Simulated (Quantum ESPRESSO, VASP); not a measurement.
The input files of a VASP run:

### KPOINTS
```
Automatic mesh
0
Gamma
8 8 8
0 0 0
```

POSCAR:
```
TaS2
1
    1.6917200000     0.9767150000     6.3514130000
   -1.6917200000     0.9767150000     6.3514130000
    0.0000000000    -1.9534300000     6.3514130000
Ta S
1 2
Direct
  0.0000000000   0.0000000000   0.0000000000
  0.7461270000   0.7461270000   0.7461270000
  0.2538730000   0.2538730000   0.2538730000
```

**INCAR**
```
SYSTEM=TaS2
PREC=Accurate; ENCUT=300; LREAL=F
LASPH=T
EDIFF=1E-6; NELM=100; ALGO=Normal
LMAXMIX=6
ISMEAR=0; SIGMA=0.1
ISIF=2
LWAVE=F; LCHARG=F
```

POTCAR, in this order: Ta_pv S (LDA.64 set). Program: vasp_std.

Question: Translate it to Quantum ESPRESSO.

Answer: One input that does it (LDA (PZ), GBRV 1.5 ultrasoft (LDA) pseudopotentials):
```
&control
  calculation = 'scf'
  prefix = 'pwscf'
  outdir = './out'
  pseudo_dir = './'
  tprnfor = .true.
  tstress = .true.
/
&system
  ibrav = 0
  nat = 3
  ntyp = 2
  ecutwfc = 40
  ecutrho = 320
  occupations = 'smearing'
  smearing = 'gaussian'
  degauss = 0.0073499
/
&electrons
  conv_thr = 1e-10
/
ATOMIC_SPECIES
Ta   180.9479  ta_lda_v1.uspp.F.UPF
S     32.0600  s_lda_v1.4.uspp.F.UPF
ATOMIC_POSITIONS crystal
Ta    0.000000000    0.000000000    0.000000000
S     0.746127000    0.746127000    0.746127000
S     0.253873000    0.253873000    0.253873000
K_POINTS automatic
8 8 8  0 0 0
CELL_PARAMETERS angstrom
   1.691720002     0.976714999     6.351413000
  -1.691720002     0.976714999     6.351413000
   0.000000000    -1.953429997     6.351413000
```
The two runs describe the same crystal, functional and task. Each code takes its own potentials, basis and convergence tests.

VASP's LDA is the Perdew-Zunger fit; the other code's may be Perdew-Wang, which differs slightly.

The structure comes from a computed database's TaS2 entry; how it stands against other phases isn't given here. The cell was not relaxed at this level, and it may have been scaled.
